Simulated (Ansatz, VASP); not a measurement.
# Hf2Sc (Hf-Sc-Hf stack, (100) layers): VASP beside Ansatz, part 2 of 2

One calculation is typed for both programs; each brings its own data sets. How far apart do they land? Of the first pair: The structure shown is the start of the Ansatz relaxation below; VASP solves that cell, so the two are compared at the walk's first step.

VASP 6.6.1 and Ansatz 0.2.0.

So far. Step 3 (VASP: single point, PBEsol, start cell, pair 1): The run ends at a pressure of -2.96 GPa, with forces up to 0.85 eV/Å.

### 6. VASP: single point, PBEsol, relaxed cell, pair 2

Level of this step: PBEsol; plane waves and PAW (Hf_pv, Sc_sv) (VASP).

The same cell, functional, mesh and smearing now go to VASP, with its own data sets.

INCAR reads:

```
SYSTEM = Hf2Sc
PREC = Accurate
ENCUT = 400
EDIFF = 1E-06
NELM = 120
ISMEAR = 0
SIGMA = 0.1
LREAL = .FALSE.
ALGO = Normal
GGA = PS
NBANDS = 21
LASPH = .TRUE.
LORBIT = 11
LWAVE = .FALSE.
LCHARG = .FALSE.
ISIF = 2
LDIPOL = .TRUE.
IDIPOL = 3
DIPOL = 0.5 0.5 0.236
LVHAR = .TRUE.
GGA_COMPAT = .FALSE.
NELMDL = -8
KPAR = 2
```

POSCAR reads:

```
Hf2Sc
1.0
    2.9568997853      0.0000000000      0.0000000000
    0.0000000000      2.9568997853      0.0000000000
    0.0000000000      0.0000000000     33.0869768474
Hf Sc
2 1
Direct
    0.0000000000      0.0000000000      0.1676879111
    0.0000000000      0.0000000000      0.3051111020
    0.5000000000      0.5000000000      0.2363995066
```

KPOINTS reads:

```
Automatic mesh
0
Gamma
6 6 1
0 0 0
```

Potentials, in the order of the species: Hf_pv and Sc_sv (PBE family, release 64).

Launch:

```sh
> mpirun -np 2 vasp_std
```

Numbers of over 12 decimals in the logs are rounded to 6 here.

The log of the run:

```text
[banner, memory and clock lines left out]
running    2 mpi-ranks, on    1 nodes
[...]
[... a notice as in an earlier step ...]

 LDA part: xc-table for (Slater+PW92), standard interpolation
 POSCAR, INCAR and KPOINTS ok, starting setup
[...]
entering main loop
       N       E                     dE             d eps       ncg     rms          rms(c)
DAV:   1     0.159002280948E+03    0.15900E+03   -0.15138E+04   652   0.922E+02
DAV:   2    -0.158229041586E+02   -0.17483E+03   -0.16847E+03   505   0.326E+02
DAV:   3    -0.275356306598E+02   -0.11713E+02   -0.10970E+02   654   0.747E+01
DAV:   4    -0.283722269115E+02   -0.83660E+00   -0.71756E+00   569   0.135E+01
[...]
DAV:  26    -0.250453560012E+02   -0.46026E-05   -0.14852E-07   356   0.374E-03    0.250E-03
DAV:  27    -0.250453583142E+02   -0.23129E-05   -0.21630E-07   338   0.426E-03    0.131E-03
DAV:  28    -0.250453583313E+02   -0.17092E-07   -0.79408E-08   295   0.309E-03
   1 F= -.25045358E+02 E0= -.25035534E+02  d E =-.196480E-01
```

Parts of OUTCAR (step 6):

```text
  Total       -0.1206289     -0.1206289     -0.0653555      0.0000000      0.0000000      0.0000000
  in kB       -0.6680851     -0.6680851     -0.3619613      0.0000000      0.0000000      0.0000000
  external PRESSURE =      -0.5660438 kB  Pullay stress =       0.0000000 kB

 POSITION                                       TOTAL-FORCE (eV/Angst)
 -----------------------------------------------------------------------------------
      0.00000      0.00000      5.54829         0.000000      0.000000      0.004931
      0.00000      0.00000     10.09520        -0.000000      0.000000     -0.004931
      1.47845      1.47845      7.82175         0.000000      0.000000     -0.000000
 -----------------------------------------------------------------------------------
    total drift:                               -0.000000      0.000000      0.000043

  FREE ENERGIE OF THE ION-ELECTRON SYSTEM (eV)
  ---------------------------------------------------
  free  energy   TOTEN  =       -25.0453583313 eV

  energy  without entropy=      -25.0257103805  energy(sigma->0) =      -25.03553436

[... 1 part as in an earlier step ...]

[... 2 further parts left out ...]
[key lines of the parts left out:]
E-fermi :  -2.1667
```

The run ends at a pressure of -0.06 GPa, with forces up to 0.0049 eV/Å.

### 7. Comparison

What differs besides the data sets and the points named for the pairs above, as far as they apply: the data sets hold 63 valence electrons in Ansatz (on its PAW soft_1 files) and 31 in VASP. Total energies have different zeros and are not compared.

The largest component of a force difference here is 5 meV/Å. Where the cell holds vacuum, a pressure given here is an average over it and none of the material.

### 8. Ansatz: relaxation, PBEsol

The two programs are compared at the cell with which this relaxation starts, whose forces are those of its first step.

The structure compared here is the start of the Ansatz relaxation; VASP solves that cell, so the two are compared at the walk's first step.

input.yaml reads:

```yaml
crystal:
  lattice:
    - [2.9568997853, 0.0, 0.0]
    - [0.0, 2.9568997853, 0.0]
    - [0.0, 0.0, 33.0869768474]
  atoms:
    - { symbol: Hf, position: [0.0, 0.0, 0.1676879111] }
    - { symbol: Sc, position: [0.5, 0.5, 0.2363995066] }
    - { symbol: Hf, position: [0.0, 0.0, 0.305111102] }
  periodic: [true, true, false]
kpoints:
  mp_grid: { grid: [10, 10, 1] }
hamiltonian:
  xc: pbesol
  pseudopotentials: { kind: paw, azcp: { folder: soft_1 }, xc_functional: pbe }
scf:
  occupations: { method: gaussian, width: 0.1 }
output:
  forces: true
  stress: true
  eigenvalues: true
  write_density: true
  write_potential: true
  elf: true
  volumetric_format: npy
relax:
  adjacent_minimum: "off"
  f_tol: 0.005
  max_steps: 80
  cell: { stress_2d_tol: 0.02 }
```

Launch:

```sh
> ansatz run input.yaml --threads 8 --pin off --max-ram 20480MiB --backend cpu --events-out ev --progress --plain --runs-dir out
```

The log of the run:

```text
[...]
Crystal: 3 atoms, lattice volume = 289.288 Å³
Basis set: ecut = 420 eV, 5507 PW (Γ), exchange–correlation on 40×40×450 points (8 copies of the dense FFT grid, shifted against one another)
Bands: 38, of which v1, the nominal top of the filled ones, is band 32 counted from 1 (31 counted from 0)
Symmetry: 16 space group operations
[...]
k-points: 21 of 100
[...]
k-point 20: bands = [... 28 lower, -6.0026, -5.2632, -5.2632, -4.1384, -4.1384, -1.4439, -1.1048, -1.1048, ... 2 higher]
--- Relaxed structure (3 steps of the walk, 3 accepted, 1 SCFs on fresh bases) ---
[...]
cell:  # Å, volume = 288.1751 Å³
    - [2.951207, 0, 0]
    - [0, 2.951207, 0]
    - [0, 0, 33.0869768474]
  atoms:
    - { symbol: Hf, position: [0, 0, 0.167424] }
    - { symbol: Sc, position: [0.500000, 0.500000, 0.236400] }
    - { symbol: Hf, position: [0, 0, 0.305376] }
[key lines of the parts left out:]
SCF converged after 9 iterations
Free energy (F): -33306.412852 eV
Fermi energy:    -4.215391 eV
P = ½ c Tr σ = -0.0062 N/m
```

### 9. VASP: single point, PBEsol, start cell, pair 3

The same cell, functional, mesh and smearing now go to VASP, with its own data sets.

INCAR is that of step 6.

POSCAR reads:

```
Hf2Sc
1.0
    2.9569000000      0.0000000000      0.0000000000
    0.0000000000      2.9569000000      0.0000000000
    0.0000000000      0.0000000000     33.0869770000
Hf Sc
2 1
Direct
    0.0000000000      0.0000000000      0.1676879094
    0.0000000000      0.0000000000      0.3051111016
    0.5000000000      0.5000000000      0.2363995055
```

KPOINTS reads:

```
Automatic mesh
0
Gamma
10 10 1
0 0 0
```

Launch:

```sh
> mpirun -np 2 vasp_std
```

The log of the run:

```text
[... set-up lines as in an earlier step ...]
 entering main loop
       N       E                     dE             d eps       ncg     rms          rms(c)
DAV:   1     0.174375069450E+03    0.17438E+03   -0.14902E+04  1354   0.915E+02
DAV:   2    -0.144387285356E+02   -0.18881E+03   -0.18230E+03  1054   0.334E+02
DAV:   3    -0.276185410610E+02   -0.13180E+02   -0.12253E+02  1324   0.750E+01
DAV:   4    -0.284586338909E+02   -0.84009E+00   -0.77281E+00  1252   0.157E+01
[...]
DAV:  28    -0.250300345176E+02   -0.16913E-05   -0.21236E-07   691   0.352E-03    0.267E-03
DAV:  29    -0.250300358960E+02   -0.13784E-05   -0.70558E-08   639   0.230E-03    0.133E-03
DAV:  30    -0.250300365166E+02   -0.62063E-06   -0.58987E-08   621   0.202E-03
   1 F= -.25030037E+02 E0= -.25021107E+02  d E =-.178583E-01
```

From OUTCAR (step 9):

```text
  Total       -0.2128443     -0.2128443      0.0491987      0.0000000      0.0000000      0.0000000
  in kB       -1.1788055     -1.1788055      0.2724793      0.0000000      0.0000000      0.0000000
  external PRESSURE =      -0.6950439 kB  Pullay stress =       0.0000000 kB

 POSITION                                       TOTAL-FORCE (eV/Angst)
 -----------------------------------------------------------------------------------
      0.00000      0.00000      5.54829         0.000000     -0.000000     -0.020308
      0.00000      0.00000     10.09520         0.000000      0.000000      0.020308
      1.47845      1.47845      7.82175         0.000000      0.000000      0.000000
 -----------------------------------------------------------------------------------
    total drift:                                0.000000      0.000000      0.000183

  FREE ENERGIE OF THE ION-ELECTRON SYSTEM (eV)
  ---------------------------------------------------
  free  energy   TOTEN  =       -25.0300365166 eV

  energy  without entropy=      -25.0121782587  energy(sigma->0) =      -25.02110739

[... 3 further parts left out ...]
[key lines of the parts left out:]
E-fermi :  -2.1670
```

The run ends at a pressure of -0.07 GPa, with forces up to 0.020 eV/Å.

### 10. Side by side

What differs besides the data sets and the points named for the pairs above, as far as they apply: the data sets hold 63 valence electrons in Ansatz (on its PAW soft_1 files) and 31 in VASP. Total energies have different zeros and are not compared.

The largest component of a force difference here is 4 meV/Å. Where the cell holds vacuum, a pressure given here is an average over it and none of the material.

### 11. Results

```
r.m.s. force difference (single point, PBEsol, start cell, pair 1)   : 0.75 % of the r.m.s. force
r.m.s. force difference (single point, PBEsol, relaxed cell, pair 2) : 2.2 meV/Å
r.m.s. force difference (single point, PBEsol, start cell, pair 3)   : 2 meV/Å
```

**Reading.** The r.m.s. force difference is 0.75 % of the r.m.s. force (single point, PBEsol, start cell, pair 1), within the 3 % picked in this series as the mark of a large difference. The data sets hold unlike numbers of valence electrons (63 in Ansatz and 31 in VASP), so part of the differences may come from the potentials. 4 further pairs of this series are not shown here. Such differences can come from data sets, numerical settings and the points named under the comparisons, not from the functional's error against experiment.

[Lines on the potential files, build, host, timing and source positions are cut from VASP's logs without a mark.]

[Logs are printed without paths, hosts, clocks, repeated set-up lines and the standing remarks that a program may print on its own settings, such as how far it seeks lower states.]

[Hosts, paths, dates, database ids (printed as entryN), source tags and the programs' standing remarks are cut or masked in the printed files.]
